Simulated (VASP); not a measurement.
VASP runs on BRh (a trial cell in the NbAs structure, space group I4_1md) share one base input (PBE GGA, plane waves, VASP's PBE PAW potentials (set 64)) and change the settings named in each case.

**KPOINTS**
```
Regular mesh
0
G
  14 14 14
0 0 0
```

**POSCAR**
```
BRh
5.0751110
 -0.2725528565   0.2725528565   0.9227295718
  0.2725528565  -0.2725528565   0.9227295718
  0.2725528565   0.2725528565  -0.9227295718
Rh B
2 2
Direct
  0.7500000000   0.7500000000   0.0000000000
  0.5000000000   0.0000000000   0.5000000000
  0.1660000000   0.1660000000   0.0000000000
  0.9160000000   0.4160000000   0.5000000000
```

### INCAR
```
ALGO = Normal
EDIFF = 1E-6
ENCUT = 520
GGA = PE
ISIF = 2
ISMEAR = 1
LASPH = T
LCHARG = F
LMAXMIX = 4
LREAL = F
LWAVE = F
NELM = 100
PREC = Accurate
SIGMA = 0.1
SYSTEM = BRh
```

POTCAR, in this order: Rh_pv B (PBE.64 set). Program: vasp_std.

| change | electronic steps |
|---|---|
| base run | 13 |
| ALGO = Fast | 15 |
| ALGO = VeryFast | 20 |
| ALGO = All | 19 |
| ALGO = Damped | 24 |
| ALGO = Conjugate | 19 |

Left out are runs that ran out of time, are held back, or changed the cell or the kind of run, fixed moments of cells without a moment, rows past the twelfth, gaps on odd meshes, pressures of charged cells and columns that move by less than the noise.

The structure was generated: BRh was put into the NbAs type (I4_1md), which need not be its known phase. The cell was not relaxed at this level.
